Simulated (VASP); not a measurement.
## PmSe: single point with LDA+U

Crystal: PmSe.

```
CELL_PARAMETERS angstrom
0.00000 3.22319 3.22319
3.22319 0.00000 3.22319
3.22319 3.22319 0.00000
ATOMIC_POSITIONS crystal
Pm 0.00000 0.00000 0.00000
Se 0.25000 0.25000 0.25000
```

The cell comes from a database or a generator and needn't be the stable form of this composition.

| Property | Result |
| --- | --- |
| Program | VASP 6.6.1 |
| Task | single point |
| Functional | LDA |
| Potentials or basis | VASP PAW PBE potentials, release 64 (Pm, Se) |
| Cutoff | 520 eV |
| k mesh | 5 × 5 × 5 |
| Occupations | gaussian, width 0.05 eV |
| Spin | collinear spin, random start |
| Starting moments | [-0.13, 0.0] μB |
| Hubbard terms | Pm f U = 4 eV |
| Further INCAR settings | ALGO = Normal; EDIFF = 1e-07; NBANDS = 22 |

| Quantity | Value |
| --- | --- |
| Pressure | 1.7 GPa |
| Band gap on the k mesh | none (metal or under the smearing width) |
| Net moment | -0.93 μB per cell |
| Site moments | Pm -0.75; Se +0.02 μB |
| Valence electrons inside the program's atomic spheres | Pm 12.44; Se 3.96 |

Levels at points of the mesh, in eV from the Fermi level:
Spin up:
| k point | band 9 | band 10 | band 11 | band 12 | band 13 | band 14 |
| --- | --- | --- | --- | --- | --- | --- |
| (0.00, 0.00, 0.00) | -0.17 | -0.02 | -0.02 | -0.02 | 1.82 | 1.82 |
Spin down:
```csv
k point,band 8,band 9,band 10,band 11,band 12,band 13,band 14,band 15
"(0.00, 0.00, 0.00)",-4.04,-1.81,0.02,0.02,0.02,0.12,1.82,1.82
```

Eigenvalues of the final occupation matrices:
```
    site  spin  trace                         eigenvalues
site 1 f     1   1.88  0.00 0.00 0.00 0.01 0.62 0.62 0.62
site 1 f     2   2.57  0.00 0.00 0.00 0.54 0.54 0.54 0.94
```

Wall time 2.4 min on 1 thread of Intel(R) Xeon(R) Platinum 8375C CPU @ 2.90GHz (Ice Lake), with other jobs on the host, peak memory 0.2 GiB.

Caveat: the magnetic or orbital state may not be the lowest; the PAW data sets were made with another functional, which shifts forces and pressure a little; spin-orbit coupling is left out, which moves the levels of the heavy elements. The state reached can hang on the start; a lower one may exist.
